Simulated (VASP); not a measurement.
Level of theory: LDA (Ceperley-Alder, Perdew-Zunger), VASP's LDA PAW potentials (set 64) (plane waves; VASP).

VASP ran on this input.

File POSCAR:
```
Sc(VGa2)2
5.2399240
 -0.6158801158   0.6158801158   0.4913076984
  0.6158801158  -0.6158801158   0.4913076984
  0.6158801158   0.6158801158  -0.4913076984
Sc V Ga
1 2 4
direct
  0.0000000000   0.0000000000   0.0000000000
  0.7500000000   0.2500000000   0.5000000000
  0.2500000000   0.7500000000   0.5000000000
  0.3008700000   0.3008700000   0.6017400000
  0.6991300000   0.6991300000   0.3982600000
  0.3008700000   0.6991300000   0.0000000000
  0.6991300000   0.3008700000   0.0000000000
```

**INCAR**
```
LWAVE = .False.
ENCUT = 300   # plane-wave cut-off (eV)
LREAL = .False.   # projection in real space or not
LASPH = .True.
ALGO = Normal
SIGMA = 0.05
LMAXMIX = 4   # l cut-off of mixed one-centre charges
ISIF = 2
NELM = 100
EDIFF = 1E-6
ISMEAR = 0
SYSTEM = Sc(VGa2)2
PREC = Accurate
LCHARG = .False.
```

KPOINTS:
```
Automatic
0
Gamma
5 5 5
0 0 0
```

POTCAR, in this order: Sc_sv V_sv Ga_d (LDA.64 set). Program: vasp_std.

The run wrote:

OSZICAR:
```
       N       E                     dE             d eps       ncg     rms          rms(c)
DAV:   1     0.960259223379E+03    0.96026E+03   -0.30848E+04  2030   0.210E+03
DAV:   2     0.831061621523E+02   -0.87715E+03   -0.86258E+03  1956   0.688E+02
DAV:   3    -0.431274363586E+02   -0.12623E+03   -0.12311E+03  2405   0.215E+02
DAV:   4    -0.492342143030E+02   -0.61068E+01   -0.60074E+01  2760   0.529E+01
DAV:   5    -0.493827453350E+02   -0.14853E+00   -0.14782E+00  2672   0.824E+00    0.258E+01
DAV:   6    -0.470318760807E+02    0.23509E+01   -0.46729E+01  2339   0.302E+01    0.135E+01
DAV:   7    -0.453466452267E+02    0.16852E+01   -0.26297E+01  2504   0.253E+01    0.102E+01
DAV:   8    -0.445063188828E+02    0.84033E+00   -0.81646E+00  2632   0.126E+01    0.400E+00
DAV:   9    -0.443223270679E+02    0.18399E+00   -0.79991E-01  2952   0.439E+00    0.729E-01
DAV:  10    -0.443165272733E+02    0.57998E-02   -0.65213E-02  2688   0.135E+00    0.295E-01
DAV:  11    -0.443150303550E+02    0.14969E-02   -0.74834E-03  2664   0.523E-01    0.148E-01
DAV:  12    -0.443148675554E+02    0.16280E-03   -0.16485E-03  2680   0.200E-01    0.376E-02
DAV:  13    -0.443148576222E+02    0.99332E-05   -0.10334E-04  2584   0.665E-02    0.858E-03
DAV:  14    -0.443148572314E+02    0.39072E-06   -0.10596E-05  2416   0.203E-02    0.271E-03
DAV:  15    -0.443148570682E+02    0.16323E-06   -0.49095E-07  1248   0.666E-03
   1 F= -.44314857E+02 E0= -.44310883E+02  d E =-.794728E-02
```

OUTCAR:
```
------------------------ aborting loop because EDIFF is reached ----------------------------------------
  FORCE on cell =-STRESS in cart. coord.  units (eV):
  Direction    XX          YY          ZZ          XY          YZ          ZX
  --------------------------------------------------------------------------------------
  Total       -4.5242643     -4.5242643     -4.0082562      0.0000000      0.0000000      0.0000000
  in kB      -67.5892547    -67.5892547    -59.8804647      0.0000000      0.0000000      0.0000000
  external PRESSURE =     -65.0196581 kB  Pullay stress =       0.0000000 kB
  volume of cell :      107.25
      direct lattice vectors                 reciprocal lattice vectors
    -3.227165000  3.227165000  2.574415000     0.000000000  0.154934749  0.194218881
     3.227165000 -3.227165000  2.574415000     0.154934749  0.000000000  0.194218881
     3.227165000  3.227165000 -2.574415000     0.154934749  0.154934749  0.000000000
 POSITION                                       TOTAL-FORCE (eV/Angst)
 -----------------------------------------------------------------------------------
      0.00000      0.00000      0.00000        -0.000000      0.000000     -0.000000
     -0.00000      3.22717      1.28721        -0.000000      0.000000     -0.000000
      3.22717     -0.00000      1.28721        -0.000000      0.000000     -0.000000
      1.94191      1.94191      0.00000        -0.061989     -0.061989     -0.000000
      1.28525      1.28525      2.57441         0.061989      0.061989      0.000000
      1.28525     -1.28525      2.57442         0.061989     -0.061989     -0.000000
     -1.28525      1.28525      2.57442        -0.061989      0.061989      0.000000
 -----------------------------------------------------------------------------------
    total drift:                                0.000000      0.000000     -0.000000
  FREE ENERGIE OF THE ION-ELECTRON SYSTEM (eV)
  ---------------------------------------------------
  free  energy   TOTEN  =       -44.3148570682 eV

  energy  without entropy=      -44.3069097907  energy(sigma->0) =      -44.31088343
```
(Selected blocks of OUTCAR.)

**OUTCAR**
```
 val. band max:        7.2856120342   @ k =  -0.4000  -0.4000   0.2000

 cond. band min:       7.3057688320   @ k =   0.4000   0.2000  -0.0000


 Fermi energy:         7.2958375858

 k-point     1 :       0.0000    0.0000    0.0000
  band No.  band energies     occupation
      1     -55.8460      2.00000
      2     -55.7499      2.00000
      3     -41.4065      2.00000
      4     -30.3637      2.00000
      5     -30.1937      2.00000
      6     -30.1937      2.00000
      7     -30.1123      2.00000
      8     -30.1123      2.00000
      9     -29.6932      2.00000
     10     -20.4713      2.00000
     11     -20.4049      2.00000
     12     -20.4049      2.00000
     13      -7.5815      2.00000
     14      -7.5458      2.00000
     15      -7.5184      2.00000
     16      -7.5129      2.00000
     17      -7.4435      2.00000
     18      -7.4435      2.00000
     19      -7.4412      2.00000
     20      -7.3738      2.00000
     21      -7.3646      2.00000
     22      -7.3646      2.00000
     23      -7.3303      2.00000
     24      -7.3303      2.00000
     25      -7.3122      2.00000
     26      -7.2348      2.00000
     27      -7.2075      2.00000
     28      -7.2075      2.00000
     29      -7.1950      2.00000
     30      -7.1143      2.00000
     31      -7.1143      2.00000
     32      -7.0584      2.00000
     33      -3.3272      2.00000
     34       1.1391      2.00000
     35       2.5825      2.00000
     36       2.5825      2.00000
     37       4.6441      2.00000
     38       4.9757      2.00000
     39       4.9757      2.00000
     40       5.3886      2.00000
     41       5.3886      2.00000
     42       5.7834      2.00000
     43       6.0515      2.00000
     44       6.8760      2.00000
     45       6.9164      2.00000
     46       8.0147      0.00000
     47       8.2903      0.00000
     48       9.0003      0.00000
     49       9.2665      0.00000
     50       9.2665      0.00000
     51       9.8427      0.00000
...
```

At this cut-off the stress carries a Pulay error, which pulls relaxed volumes low.

The structure comes from a computed database's Ga4ScV2 entry (I4/mmm); how it stands against other phases isn't given here. The cell was not relaxed at this level. The k-mesh is coarse (spacing up to 0.31 per Å, 2π included), so the numbers may not be converged in it. The run is not spin-polarised, so no magnetic state was tried. The electron count is odd and the run is not spin-polarised, which forces a metal.
